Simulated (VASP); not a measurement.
An input for Quantum ESPRESSO's pw.x (written as the equivalent of a VASP run, and not itself run):

```
&CONTROL
  calculation = 'vc-relax'
  pseudo_dir = './pseudo'
  outdir = './out'
  tprnfor = .true.
  tstress = .true.
  nstep = 30
  forc_conv_thr = 0.00039
/
&SYSTEM
  ibrav = 0
  nat = 4
  ntyp = 2
  ecutwfc = 84
  occupations = 'smearing'
  smearing = 'gaussian'
  degauss = 0.003675
  input_dft = 'pw91'
/
&ELECTRONS
  conv_thr = 7.3e-09
  electron_maxstep = 100
/
&IONS
/
&CELL
  cell_dofree = 'shape'
/
ATOMIC_SPECIES
  Al 26.982 Al.upf
  N 14.007 N.upf
CELL_PARAMETERS angstrom
     1.5487105   -2.6824453    0.0000000
     1.5487105    2.6824453    0.0000000
     0.0000000    0.0000000    4.9598323
ATOMIC_POSITIONS crystal
  Al   0.6666670  0.3333330  0.5000588
  Al   0.3333330  0.6666670  0.0000588
  N    0.6666670  0.3333330  0.8819412
  N    0.3333330  0.6666670  0.3819412
K_POINTS automatic
  8 8 5 0 0 0
```

**Question.** Translate this input to VASP (INCAR, KPOINTS, POSCAR, choice of POTCAR).

**Answer.** One answer among several that fit: 
File KPOINTS:
```
Regular mesh
0
gamma
  8 8 5
```

File POSCAR:
```
AlN
1.0
  1.5487105400  -2.6824453357   0.0000000000
  1.5487105400   2.6824453357   0.0000000000
  0.0000000000   0.0000000000   4.9598322596
Al N
2 2
Cart
  1.5487105400  -0.8941502335   2.4802076752
  1.5487105400   0.8941502335   0.0002915454
  1.5487105400  -0.8941502335   4.3742805076
  1.5487105400   0.8941502335   1.8943643778
```

### INCAR
```
GGA  =  91   # PW91
EDIFFG  =  -0.01
LCHARG  =  F
ISIF  =  4
PREC  =  Accurate
LREAL  =  F   # projection in real space or not
NSW  =  30   # most ionic steps
NELM  =  100   # most electronic steps
LWAVE  =  F
EDIFF  =  1E-7   # SCF stop (eV)
ISMEAR  =  0   # Gaussian
IBRION  =  2   # conjugate gradients
ENCUT  =  520
SIGMA  =  0.05
LASPH  =  T   # aspherical one-centre terms
SYSTEM  =  AlN
ALGO  =  Normal   # blocked Davidson
```

POTCAR, in this order: Al N (PBE.64 set). Program: vasp_std.

What does not carry over: the potentials are each code's own (VASP's PAW set, PseudoDojo norm-conserving files in pw.x), so ENCUT and ecutwfc are chosen apart and not converted; conv_thr bounds pw.x's estimated SCF error, while EDIFF bounds the energy change between steps; forc_conv_thr acts on force components and is met together with etot_conv_thr.

The compound is AlN in the wurtzite structure. This cell is one point of a volume scan, at 0.97 of the reference volume.
